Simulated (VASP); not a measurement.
Consider the following.

```xyz
3
Lattice="0.0000 2.5337 2.5337 2.5337 0.0000 2.5337 2.5337 2.5337 0.0000" Properties=species:S:1:pos:R:3 pbc="T T T"
Zr     0.0000     0.0000     0.0000
O      1.2669     1.2669     1.2669
O      3.8006     3.8006     3.8006
```

The numbers are results of PBEsol GGA, VASP's PBE PAW potentials (set 64) (plane waves; VASP), not measurements. Numerical set-up: 520 eV cut-off, 8×8×8 Γ-centred mesh, tetrahedra with Blöchl corrections, potentials Zr_sv O.

Task: Tabulate the total density of states (states/eV per cell) against energy (eV; zero at the valence-band maximum or, without a gap, the Fermi level).

Result: 
(E (eV), DOS (states/eV)): (-9.96, 0.00); (-9.24, 0.00); (-8.52, 0.00); (-7.92, 0.00); (-7.20, 0.00); (-6.48, 0.00); (-5.76, 0.30); (-5.04, 2.19); (-4.44, 1.56); (-3.72, 1.96); (-3.00, 1.36); (-2.28, 2.61); (-1.56, 2.26); (-0.96, 3.10); (-0.24, 0.44); (0.48, 0.00); (1.20, 0.00); (1.80, 0.00); (2.52, 0.00); (3.24, 0.00); (3.96, 5.37); (4.68, 2.83); (5.28, 0.00); (6.00, 0.08); (6.72, 1.84)
Within 2 eV below the valence-band maximum the largest weight inside VASP's projection spheres is O p.

The structure comes from a computed database's ZrO2 entry (Fm-3m); how it stands against other phases isn't given here. It was relaxed first.
